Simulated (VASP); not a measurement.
All values below come from r2SCAN meta-GGA, VASP's PBE PAW potentials (set 64) (plane waves; VASP).

The input files of a VASP run:

### INCAR
```
# general
SYSTEM  = MgO(100) slab
PREC    = Normal
ENCUT   = 450
LREAL   = .FALSE.
LASPH   = .TRUE.

# electronic loop
EDIFF   = 1E-5
NELM    = 100
NELMIN  = 4
ALGO    = Normal
LMIXTAU = .TRUE.

# smearing
ISMEAR  = 0
SIGMA   = 0.05

# functional
METAGGA = R2SCAN

# ions
IBRION  = 2
NSW     = 50
ISIF    = 2
EDIFFG  = -0.03

# output
LWAVE   = .TRUE.
LCHARG  = .FALSE.

# other
LDIPOL  = .TRUE.
IDIPOL  = 3
DIPOL   = 0.5 0.5 0.5
```

KPOINTS:
```
Automatic mesh
0
Gamma
7 7 1
0 0 0
```

### POSCAR
```
MgO(100) slab
1.0
  2.9660702480   0.0000000000   0.0000000000
  0.0000000000   2.9660702480   0.0000000000
  0.0000000000   0.0000000000  27.5292990583
O Mg
6 6
direct
  0.0000000000   0.5000000000   0.3095370000
  0.0000000000   0.5000000000   0.4619070000
  0.5000000000   0.0000000000   0.3857220000
  0.0000000000   0.5000000000   0.6142780000
  0.5000000000   0.0000000000   0.5380930000
  0.5000000000   0.0000000000   0.6904630000
  0.5000000000   0.0000000000   0.3095370000
  0.0000000000   0.5000000000   0.3857220000
  0.5000000000   0.0000000000   0.4619070000
  0.0000000000   0.5000000000   0.5380930000
  0.5000000000   0.0000000000   0.6142780000
  0.0000000000   0.5000000000   0.6904630000
```

POTCAR, in this order: O Mg (PBE.64 set). Program: vasp_std.

Q: Predict the energy per atom (σ→0), band gap (on the k-mesh).

A: 
```
Property                                   Value
------------------------  ----------------------
energy per atom (σ→0)     -770.2 kJ/mol of atoms
band gap (on the k-mesh)                 4.34 eV
```

File OSZICAR:
```
...
DAV:   6    -0.957941889871E+02   -0.49109E-05   -0.20968E-05   508   0.397E-02
   8 F= -.95794189E+02 E0= -.95794189E+02  d E =-.815753E-03
       N       E                     dE             d eps       ncg     rms          rms(c)
DAV:   1    -0.957942930413E+02   -0.10897E-03   -0.12636E-02   634   0.720E-01    0.148E-02
DAV:   2    -0.957943008254E+02   -0.77841E-05   -0.24039E-04   620   0.105E-01    0.996E-03
DAV:   3    -0.957942918029E+02    0.90225E-05   -0.26719E-05   524   0.520E-02    0.744E-03
DAV:   4    -0.957942888773E+02    0.29256E-05   -0.27440E-05   524   0.508E-02
   9 F= -.95794289E+02 E0= -.95794289E+02  d E =-.998902E-04
```

The cell is a thin slab with vacuum, built from MgO (rock salt): (100) face.
